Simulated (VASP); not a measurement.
BPd4, 5 atoms in the cell. The structure is orthorhombic, space group Pmm2 (No. 25). Conventional cell: a = 2.892 Å, b = 4.365 Å, c = 5.856 Å, α = 90.00°, β = 90.00°, γ = 90.00°. Pd (site symmetry mm2) has 1 B at 1.96 Å as nearest neighbours. Around Pd (site symmetry mm2) lie 2 B at 2.03 Å. Pd (site symmetry mm2) has 10 Pd at 2.73 to 3.07 Å as nearest neighbours. Pd (site symmetry mm2) is surrounded by 2 B at 2.18 Å. B (site symmetry mm2) is surrounded by 5 Pd at 1.96 to 2.18 Å. The cell comes from a database or a generator and needn't be the stable form of this composition.

```yaml
Program: VASP 6.6.1
Task: band structure
Functional: PBEsol
Potentials_or_basis: VASP PAW PBE potentials, release 64 (Pd, B)
Cutoff: 520 eV
k_mesh: 7 × 5 × 4
Occupations: fermi-dirac, width 0.05 eV
Spin: no spin polarisation
Further_INCAR_settings: ALGO = Fast; EDIFF = 1e-06; NBANDS = 30
```

Potentials or basis: VASP PAW PBE potentials, release 64 (Pd, B).

Run with:

```bash
$ cat potpaw_PBE.64/Pd/POTCAR potpaw_PBE.64/B/POTCAR > POTCAR
$ mpirun -np 1 vasp_std > vasp.out
```

Hardware: 1 thread of Intel(R) Xeon(R) Platinum 8488C (Sapphire Rapids), on a shared host.

Task: Estimate the wall time of this run.

Result: Wall time 2.6 min on 1 thread of Intel(R) Xeon(R) Platinum 8488C (Sapphire Rapids), with other jobs on the host, peak memory 0.26 GiB. Counts: scf iterations 51, k points 36.
